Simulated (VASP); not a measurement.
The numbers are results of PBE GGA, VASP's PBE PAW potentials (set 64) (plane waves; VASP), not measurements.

VASP ran on this input.

### INCAR
```
# general
SYSTEM =Cr
PREC   =Accurate
ENCUT  =400
LREAL  =.FALSE.
LASPH  =.TRUE.

# electronic loop
EDIFF  =1E-7
NELM   =100
ALGO   =Normal
LMAXMIX=4

# smearing
ISMEAR =-5

# functional
GGA    =PE

# spin
ISPIN  =2
MAGMOM =1.0 -1.0

# ions
ISIF   =2

# output
LWAVE  =.FALSE.
LCHARG =.TRUE.
LORBIT =11
NEDOS  =601
```

File POSCAR:
```
Cr
2.8573170
  0.9999998799   0.0000000000   0.0000000000
  0.0000000000   0.9999998799   0.0000000000
  0.0000000000   0.0000000000   0.9999998799
Cr
2
Cart
  0.0000000000   0.0000000000   0.0000000000
  0.4999999399   0.4999999399   0.4999999399
```

KPOINTS:
```
K-points
0
gamma
  14 14 14
```

POTCAR, in this order: Cr_pv (PBE.64 set). Program: vasp_std.

### Question
What does the run give for the energy per atom (σ→0), cell moment, band gap (on the k-mesh)?

### Answer

```
Item                                                        Result
------------------------  ----------------------------------------
energy per atom (σ→0)                               -9.528 eV/atom
cell moment                                                0.00 μB
band gap (on the k-mesh)  none (metal, semimetal or under 0.01 eV)
```

File OSZICAR:
```
...
DAV:  12    -0.190560807306E+02   -0.49865E-03   -0.10522E-02  9504   0.716E-01    0.102E-01
DAV:  13    -0.190561201797E+02   -0.39449E-04   -0.28616E-04  8128   0.214E-01    0.689E-02
DAV:  14    -0.190561995442E+02   -0.79364E-04   -0.58441E-04  9768   0.139E-01    0.403E-02
DAV:  15    -0.190562339372E+02   -0.34393E-04   -0.17792E-03  9864   0.251E-01    0.584E-03
DAV:  16    -0.190562366489E+02   -0.27117E-05   -0.21405E-05  7936   0.564E-02    0.430E-03
DAV:  17    -0.190562367740E+02   -0.12508E-06   -0.44542E-07 11224   0.618E-03    0.185E-03
DAV:  18    -0.190562368024E+02   -0.28469E-07   -0.32258E-07  5536   0.340E-03
   1 F= -.19056237E+02 E0= -.19056237E+02  d E =0.000000E+00  mag=    -0.0000
```

The compound is Cr in the bcc, AFM order structure. It was relaxed first.
